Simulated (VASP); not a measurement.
# NaCu (P4/mmm) in VASP: further runs

The runs below take NaCu through band structure, with LDA, PBE, PBEsol.

Everything below comes from runs of VASP 6.6.1. Logs are shortened: lines on timing, memory, paths and dates and some standing lists are left out, and cuts for length are marked.

**1. The crystal as given**

It takes space group P4/mmm (No. 123, tetragonal). The conventional cell has a = 2.942 Å, b = 2.942 Å, c = 4.041 Å, α = 90.00°, β = 90.00°, γ = 90.00°. Around Na (site symmetry 4/mmm) lie 8 Cu at 2.90 Å and 4 Na at 2.94 Å. Cu (site symmetry 4/mmm) has 8 Na at 2.90 Å and 4 Cu at 2.94 Å as nearest neighbours.

The cell was built by a generator and needn't be a form met in nature.

**2. Band structure, LDA**

Input file INCAR:

```
ALGO = Normal ; EDIFF = 1E-7
ENCUT = 520 ; GGA = CA
ISIF = 2 ; ISMEAR = -1
LASPH = True ; LCHARG = False
LMAXMIX = 4 ; LREAL = False
LWAVE = False ; NBANDS = 16
NELM = 100 ; PREC = Accurate
SIGMA = 0.05
```

Input file KPOINTS:

```
k-points
0
Gamma
  9 9 7
```

Input file POSCAR:

```
NaCu
1.0
    2.9422367500      0.0000000000      0.0000000000
    0.0000000000      2.9422367500      0.0000000000
    0.0000000000      0.0000000000      4.0409127600
Na Cu
1 1
Direct
    0.0000000000      0.0000000000      0.0000000000
    0.5000000000      0.5000000000      0.5000000000
```

Input file KPOINTS_OPT:

```
path GXMGZRAZ,XR,MA
15
line-mode
reciprocal
 0.0000000000  0.0000000000  0.0000000000  G
 0.0000000000  0.5000000000  0.0000000000  X

 0.0000000000  0.5000000000  0.0000000000  X
 0.5000000000  0.5000000000  0.0000000000  M

 0.5000000000  0.5000000000  0.0000000000  M
 0.0000000000  0.0000000000  0.0000000000  G

 0.0000000000  0.0000000000  0.0000000000  G
 0.0000000000  0.0000000000  0.5000000000  Z

 0.0000000000  0.0000000000  0.5000000000  Z
 0.0000000000  0.5000000000  0.5000000000  R

 0.0000000000  0.5000000000  0.5000000000  R
 0.5000000000  0.5000000000  0.5000000000  A

 0.5000000000  0.5000000000  0.5000000000  A
 0.0000000000  0.0000000000  0.5000000000  Z

 0.0000000000  0.5000000000  0.0000000000  X
 0.0000000000  0.5000000000  0.5000000000  R

 0.5000000000  0.5000000000  0.0000000000  M
 0.5000000000  0.5000000000  0.5000000000  A
```

Potentials or basis: VASP PAW LDA potentials, release 64 (Na_pv, Cu).

Launch:

```bash
$ cat potpaw_LDA.64/Na_pv/POTCAR potpaw_LDA.64/Cu/POTCAR > POTCAR
$ mpirun -np 1 vasp_std > vasp.out
```

OUTCAR:

```text
EDIFF = 1E-7
   ENCUT = 520
   GGA = CA
   ISIF = 2
   ISMEAR = -1
   LASPH = True
   LREAL = False
   NELM = 100
   PREC = Accurate

 ion  position               nearest neighbor table
   1  0.000  0.000  0.000-
   2  0.500  0.500  0.500-

  LATTYP: Found a simple tetragonal cell.
 ALAT       =     2.9422367500
 C/A-ratio  =     1.3734152291

  Lattice vectors:

 A1 = (   2.9422367500,   0.0000000000,   0.0000000000)
 A2 = (   0.0000000000,   2.9422367500,   0.0000000000)
 A3 = (   0.0000000000,   0.0000000000,   4.0409127600)

Analysis of symmetry for initial positions (statically):
=====================================================================
 Subroutine PRICEL returns:
 Original cell was already a primitive cell.

 Routine SETGRP: Setting up the symmetry group for a
 simple tetragonal supercell.

 Subroutine GETGRP returns: Found 16 space group operations
 (whereof 16 operations were pure point group operations)
 out of a pool of 16 trial point group operations.

The static configuration has the point symmetry D_4h.

Analysis of symmetry for dynamics (positions and initial velocities):
=====================================================================
 Subroutine PRICEL returns:
 Original cell was already a primitive cell.

 Routine SETGRP: Setting up the symmetry group for a
 simple tetragonal supercell.

 Subroutine GETGRP returns: Found 16 space group operations
 (whereof 16 operations were pure point group operations)
 out of a pool of 16 trial point group operations.

The dynamic configuration has the point symmetry D_4h.

 Subroutine INISYM returns: Found 16 space group operations
 (whereof 16 operations are pure point group operations),
 and found     1 'primitive' translations

----------------------------------------------------------------------------------------

                                     Primitive cell

  volume of cell :      34.9812

  direct lattice vectors                    reciprocal lattice vectors
     2.942236750  0.000000000  0.000000000     0.339877476  0.000000000  0.000000000
     0.000000000  2.942236750  0.000000000     0.000000000  0.339877476  0.000000000
     0.000000000  0.000000000  4.040912760     0.000000000  0.000000000  0.247468842

  length of vectors
     2.942236750  2.942236750  4.040912760     0.339877476  0.339877476  0.247468842

  position of ions in fractional coordinates (direct lattice)
     0.000000000  0.000000000  0.000000000
     0.500000000  0.500000000  0.500000000

  ion indices of the primitive-cell ions
   primitive index   ion index
                 1           1
                 2           2

----------------------------------------------------------------------------------------

 KPOINTS: k-points

Automatic generation of k-mesh.
 Grid dimensions read from file:
 generate k-points for:    9    9    7

 Generating k-lattice:

  Cartesian coordinates                     Fractional coordinates (reciprocal lattice)
     0.037764164  0.000000000  0.000000000     0.111111111  0.000000000  0.000000000
     0.000000000  0.037764164  0.000000000     0.000000000  0.111111111  0.000000000
     0.000000000  0.000000000  0.035352692     0.000000000  0.000000000  0.142857143

  Length of vectors
     0.037764164  0.037764164  0.035352692

  Shift w.r.t. Gamma in fractional coordinates (k-lattice)
     0.000000000  0.000000000  0.000000000

 Subroutine IBZKPT returns following result:
 ===========================================

 Found     60 irreducible k-points:

 Following reciprocal coordinates:
            Coordinates               Weight
  0.000000  0.000000  0.000000      1.000000
  0.111111  0.000000  0.000000      4.000000
  0.222222  0.000000  0.000000      4.000000
  0.333333  0.000000  0.000000      4.000000
  0.444444  0.000000  0.000000      4.000000
  0.111111  0.111111  0.000000      4.000000
[... 16 lines left out ...]
  0.333333  0.111111  0.142857     16.000000
  0.444444  0.111111  0.142857     16.000000
 [... further k-points ...]
   k-points           NKPTS =     60   k-points in BZ     NKDIM =     60   number of bands    NBANDS=     16
   number of dos      NEDOS =    301   number of ions     NIONS =      2
   total plane-waves  NPLWV =  17280
   dimension x,y,z NGX =    24 NGY =   24 NGZ =   30
   dimension x,y,z NGXF=    48 NGYF=   48 NGZF=   60
   ions per type =               1   1
   NGX,Y,Z   is equivalent  to a cutoff of  13.56, 13.56, 12.34 a.u.
   NGXF,Y,Z  is equivalent  to a cutoff of  27.12, 27.12, 24.68 a.u.
 SYSTEM =  unknown system
   PREC   = accura    normal or accurate (medium, high low for compatibility)
   ISTART =      0    job   : 0-new  1-cont  2-samecut
   ICHARG =      2    charge: 1-file 2-atom 10-const
   ISPIN  =      1    spin polarized calculation?
   LNONCOLLINEAR =      F non collinear calculations
   LSORBIT =      F    spin-orbit coupling
   LASPH  =      T    aspherical Exc in radial PAW
   ENCUT  =  520.0 eV  38.22 Ry    6.18 a.u.   5.47  5.47  7.51*2*pi/ulx,y,z
   NELM   =    100;   NELMIN=  2; NELMDL= -5     # of ELM steps
   EDIFF  = 0.1E-06   stopping-criterion for ELM
   LREAL  =      F    real-space projection
   EDIFFG = 0.1E-05   stopping-criterion for IOM
   NSW    =      0    number of steps for IOM
   IBRION =     -1    ionic relax: 0-MD 1-quasi-New 2-CG
   NFREE  =      0    steps in history (QN), initial steepest desc. (CG)
   ISIF   =      2    stress and relaxation
   ISYM   =      2    0-nonsym 1-usesym 2-fastsym
   POTIM  = 0.5000    time-step for ionic-motion
   TEBEG  =    0.0;   TEEND  =   0.0 temperature during run
   PSTRESS=    0.0 pullay stress
   NELECT =      18.0000    total number of electrons
   NUPDOWN=      -1.0000    fix difference up-down
   EMIN   =  10.00;   EMAX   =-10.00  energy-range for DOS
   EFERMI =   0.00;   METHOD = LEGACY
   ISMEAR =    -1;   SIGMA  =   0.05  broadening in eV -4-tet -1-fermi 0-gaus
   EFERMI_NEDOS =   21; number of points for ismear=-14 and -15
   IALGO  =     38    algorithm
   IMIX   =      4    mixing-type and parameters
     AMIX     =   0.40;   BMIX     =  1.00
     AMIX_MAG =   1.60;   BMIX_MAG =  1.00
  volume/ion in A,a.u.               =      17.49       118.03
  Fermi-wavevector in a.u.,A,eV,Ry     =   1.311860  2.479056 23.415303  1.720976
  Thomas-Fermi vector in A             =   2.442292
   LORBIT       =      0    0 simple, 1 ext, 2 COOP (PROOUT), +10 PAW based schemes
   GGA     = CA    functional components
   LHFCALC =     F    Hartree Fock is set to
   AEXX    =    0.0000 exact exchange contribution
   IVDW    =     0    specifies the selected vdW correction
   LEPSILON=     F    determine dielectric tensor
   LRPA    =     F    only Hartree local field effects (RPA)
 non-spin polarized calculation
  energy-cutoff  :      520.00
  volume of cell :       34.98
 maximum number of plane-waves:       959
 NGX is ok and might be reduce to    24
   NGX = 11   NGY = 11   NGZ = 15

 number of electron      17.9999996 magnetization

 Free energy of the ion-electron system (eV)
  ---------------------------------------------------
  ext. energy  EPLUGINS =         0.00000000
  ---------------------------------------------------
  free energy    TOTEN  =        -5.23765931 eV

  energy without entropy =       -5.23198111  energy(sigma->0) =       -5.23482021

 E-fermi :   3.0841     XC(G=0): -10.0614

 val. band max:        3.0370272092   @ k =   0.2222   0.2222   0.4286
 cond. band min:       3.0921007267   @ k =   0.3333   0.0000   0.4286
 fundamental gap:      0.0550735175
 Fermi energy:         3.0840746244

 k-point     1 :       0.0000    0.0000    0.0000
  band No.  band energies     occupation
      1     -20.7849      2.00000
      2     -20.7560      2.00000
      3     -20.7560      2.00000
      4      -2.9274      2.00000
      5       0.1906      2.00000
      6       0.1949      2.00000
[... 8 lines left out ...]
     15      18.4506      0.00000
     16      22.3184      0.00000

 k-point     2 :       0.1111    0.0000    0.0000
  band No.  band energies     occupation
      1     -20.7819      2.00000
      2     -20.7800      2.00000
      3     -20.7540      2.00000
      4      -2.7006      2.00000
      5       0.2147      2.00000
      6       0.2564      2.00000
[... 8 lines left out ...]
     15      19.4189      0.00000
     16      19.8442      0.00000

 k-point     3 :       0.2222    0.0000    0.0000
  band No.  band energies     occupation
      1     -20.8401      2.00000
      2     -20.7744      2.00000
      3     -20.7487      2.00000
      4      -2.0426      2.00000
      5       0.2731      2.00000
      6       0.4331      2.00000
[... 8 lines left out ...]
     15      16.7068      0.00000
     16      18.7145      0.00000

 k-point     4 :       0.3333    0.0000    0.0000
  band No.  band energies     occupation
      1     -20.9077      2.00000
      2     -20.7659      2.00000
      3     -20.7427      2.00000
      4      -1.0676      2.00000
      5       0.3486      2.00000
      6       0.5259      2.00000
[... 8 lines left out ...]
     15      15.5058      0.00000
     16      18.4221      0.00000
[... 324 lines left out ...]
 k-point    22 :       0.2222    0.1111    0.1429
  band No.  band energies     occupation
      1     -20.8371      2.00000
      2     -20.7741      2.00000
      3     -20.7715      2.00000
      4      -1.6514      2.00000
      5       0.3414      2.00000
      6       0.4643      2.00000
[... 8 lines left out ...]
     15      18.3077      0.00000
     16      19.2984      0.00000

 k-point    23 :       0.3333    0.1111    0.1429
  band No.  band energies     occupation
      1     -20.9038      2.00000
      2     -20.7654      2.00000
      3     -20.7649      2.00000
      4      -0.7169      2.00000
      5       0.3989      2.00000
      6       0.5300      2.00000
[... 8 lines left out ...]
     15      17.1102      0.00000
     16      18.8133      0.00000

 k-point    24 :       0.4444    0.1111    0.1429
  band No.  band energies     occupation
      1     -20.9470      2.00000
      2     -20.7607      2.00000
      3     -20.7595      2.00000
      4      -0.0157      2.00000
      5       0.3764      2.00000
      6       0.4950      2.00000
[... 8 lines left out ...]
     15      15.2288      0.00000
     16      17.6879      0.00000

 [... further k-points ...]

------------------------ aborting loop because EDIFF is reached ----------------------------------------

  FORCE on cell =-STRESS in cart. coord.  units (eV):
  Direction    XX          YY          ZZ          XY          YZ          ZX
  --------------------------------------------------------------------------------------
  -------------------------------------------------------------------------------------
  Total       -0.6280819     -0.6280819      0.1552229      0.0000000     -0.0000000     -0.0000000
  in kB      -28.7668396    -28.7668396      7.1093784      0.0000000     -0.0000000     -0.0000000
  external PRESSURE =     -16.8081003 kB  Pullay stress =       0.0000000 kB

 VOLUME and BASIS-vectors are now :
 -----------------------------------------------------------------------------
  energy-cutoff  :      520.00
  volume of cell :       34.98
      direct lattice vectors                 reciprocal lattice vectors
     2.942236750  0.000000000  0.000000000     0.339877476  0.000000000  0.000000000
     0.000000000  2.942236750  0.000000000     0.000000000  0.339877476  0.000000000
     0.000000000  0.000000000  4.040912760     0.000000000  0.000000000  0.247468842

 POSITION                                       TOTAL-FORCE (eV/Angst)
 -----------------------------------------------------------------------------------
      0.00000      0.00000      0.00000         0.000000      0.000000      0.000000
      1.47112      1.47112      2.02046         0.000000      0.000000      0.000000
 -----------------------------------------------------------------------------------
    total drift:                                0.000000      0.000000     -0.000000

  FREE ENERGIE OF THE ION-ELECTRON SYSTEM (eV)
  ---------------------------------------------------
  free  energy   TOTEN  =        -5.2376593107 eV

  energy  without entropy=       -5.2319811072  energy(sigma->0) =       -5.23482021
```

It took 26 s on 1 thread of Intel Xeon Platinum 8488C (Sapphire Rapids), shared host; peak memory 0.17 GiB.

What came out:

| Item | Value |
| --- | --- |
| Free energy | -5.2377 eV |
| Pressure | -1.7 GPa |
| Band gap along the path | none (metal or under the smearing width) |

Stress tensor (GPa, compression positive):
```
-2.88  0.00  0.00
 0.00 -2.88  0.00
 0.00  0.00  0.71
```

Levels at the corners of the path, in eV from the Fermi level:
```
point  band 7  band 8  band 9  band 10  band 11  band 12
    Γ   -2.16   -2.16   -1.89     2.80     5.30    10.72
    X   -2.19   -2.11   -0.98    -0.60     5.51     9.09
    X   -2.19   -2.11   -0.98    -0.60     5.51     9.09
    M   -2.50   -1.67    2.27     2.27     2.44     6.66
    M   -2.50   -1.67    2.27     2.27     2.44     6.66
    Γ   -2.16   -2.16   -1.89     2.80     5.30    10.72
    Γ   -2.16   -2.16   -1.89     2.80     5.30    10.72
    Z   -2.29   -2.18   -2.18    -1.89    11.54    11.54
    Z   -2.29   -2.18   -2.18    -1.89    11.54    11.54
    R   -2.20   -2.14    0.29     0.33     0.90     4.57
    R   -2.20   -2.14    0.29     0.33     0.90     4.57
    A   -2.16   -1.67    3.22     3.22     3.69     4.74
    A   -2.16   -1.67    3.22     3.22     3.69     4.74
    Z   -2.29   -2.18   -2.18    -1.89    11.54    11.54
    X   -2.19   -2.11   -0.98    -0.60     5.51     9.09
    R   -2.20   -2.14    0.29     0.33     0.90     4.57
    M   -2.50   -1.67    2.27     2.27     2.44     6.66
    A   -2.16   -1.67    3.22     3.22     3.69     4.74
```

**3. Band structure, PBE**

INCAR, as its differences from that of step 2:

```diff
@@ -1,3 +1,3 @@
 ALGO = Normal ; EDIFF = 1E-7
-ENCUT = 520 ; GGA = CA
+ENCUT = 520 ; GGA = PE
 ISIF = 2 ; ISMEAR = -1
```

KPOINTS is that of step 2.

POSCAR is that of step 2.

KPOINTS_OPT is that of step 2.

Potentials or basis: VASP PAW PBE potentials, release 64 (Na_pv, Cu).

Launch:

```bash
$ cat potpaw_PBE.64/Na_pv/POTCAR potpaw_PBE.64/Cu/POTCAR > POTCAR
$ mpirun -np 1 vasp_std > vasp.out
```

Run time: 28 s. Hardware: 1 thread of Intel Xeon Platinum 8488C (Sapphire Rapids), shared host; peak memory 0.18 GiB.

It converged, with:

| Quantity | Value |
| --- | --- |
| Free energy | -4.2802 eV |
| Pressure | 3.1 GPa |
| Band gap along the path | none (metal or under the smearing width) |

Stress tensor (GPa, compression positive):
```
1.96 0.00 0.00
0.00 1.96 0.00
0.00 0.00 5.47
```

Levels at the corners of the path, in eV from the Fermi level:
| point | band 5 | band 6 | band 7 | band 8 | band 9 | band 10 | band 11 | band 12 | band 13 | band 14 |
| --- | --- | --- | --- | --- | --- | --- | --- | --- | --- | --- |
| Γ | -2.87 | -2.86 | -2.13 | -2.13 | -1.88 | 2.81 | 5.29 | 10.80 | 10.80 | 11.11 |
| X | -2.65 | -2.63 | -2.17 | -2.08 | -1.00 | -0.58 | 5.53 | 9.09 | 9.12 | 9.71 |
| X | -2.65 | -2.63 | -2.17 | -2.08 | -1.00 | -0.58 | 5.53 | 9.09 | 9.12 | 9.71 |
| M | -2.56 | -2.56 | -2.48 | -1.64 | 2.27 | 2.27 | 2.46 | 6.63 | 9.65 | 11.80 |
| M | -2.56 | -2.56 | -2.48 | -1.64 | 2.27 | 2.27 | 2.46 | 6.63 | 9.65 | 11.80 |
| Γ | -2.87 | -2.86 | -2.13 | -2.13 | -1.88 | 2.81 | 5.29 | 10.80 | 10.80 | 11.11 |
| Γ | -2.87 | -2.86 | -2.13 | -2.13 | -1.88 | 2.81 | 5.29 | 10.80 | 10.80 | 11.11 |
| Z | -2.83 | -2.48 | -2.27 | -2.16 | -2.16 | -1.87 | 11.62 | 11.62 | 11.79 | 13.11 |
| Z | -2.83 | -2.48 | -2.27 | -2.16 | -2.16 | -1.87 | 11.62 | 11.62 | 11.79 | 13.11 |
| R | -2.92 | -2.20 | -2.18 | -2.11 | 0.26 | 0.36 | 0.87 | 4.61 | 15.70 | 16.79 |
| R | -2.92 | -2.20 | -2.18 | -2.11 | 0.26 | 0.36 | 0.87 | 4.61 | 15.70 | 16.79 |
| A | -2.65 | -2.65 | -2.14 | -1.64 | 3.22 | 3.22 | 3.66 | 4.82 | 7.05 | 7.05 |
| A | -2.65 | -2.65 | -2.14 | -1.64 | 3.22 | 3.22 | 3.66 | 4.82 | 7.05 | 7.05 |
| Z | -2.83 | -2.48 | -2.27 | -2.16 | -2.16 | -1.87 | 11.62 | 11.62 | 11.79 | 13.11 |
| X | -2.65 | -2.63 | -2.17 | -2.08 | -1.00 | -0.58 | 5.53 | 9.09 | 9.12 | 9.71 |
| R | -2.92 | -2.20 | -2.18 | -2.11 | 0.26 | 0.36 | 0.87 | 4.61 | 15.70 | 16.79 |
| M | -2.56 | -2.56 | -2.48 | -1.64 | 2.27 | 2.27 | 2.46 | 6.63 | 9.65 | 11.80 |
| A | -2.65 | -2.65 | -2.14 | -1.64 | 3.22 | 3.22 | 3.66 | 4.82 | 7.05 | 7.05 |

(Part 1 of 2 ends here.)
